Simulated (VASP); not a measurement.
**Zn (relaxed from the simple-cubic structure, space group Pm-3m): computed properties**

Computed with r2SCAN meta-GGA, VASP's PBE PAW potentials (set 64) (plane waves; VASP).

```yaml
space_group: Pm-3m (221)
cell: a = b = c = 2.5743 Å, α = β = γ = 90.00°
volume_per_atom: 17.06 Å³/atom
band gap (over mesh and band path): none (metal, semimetal or under 0.01 eV)
band_gap_with_spin_orbit_coupling: none (metallic)
density: 6.36 g/cm³
```

```
Zn
1.0
    2.57429     0.00000     0.00000
    0.00000     2.57429     0.00000
    0.00000     0.00000     2.57429
Zn
1
Cartesian
  0.00000   0.00000   0.00000
```

The structure was generated: Zn was put into the simple-cubic type (Pm-3m), which need not be its known phase. It was relaxed first. Symmetry was kept, so distortions that lower it aren't found.
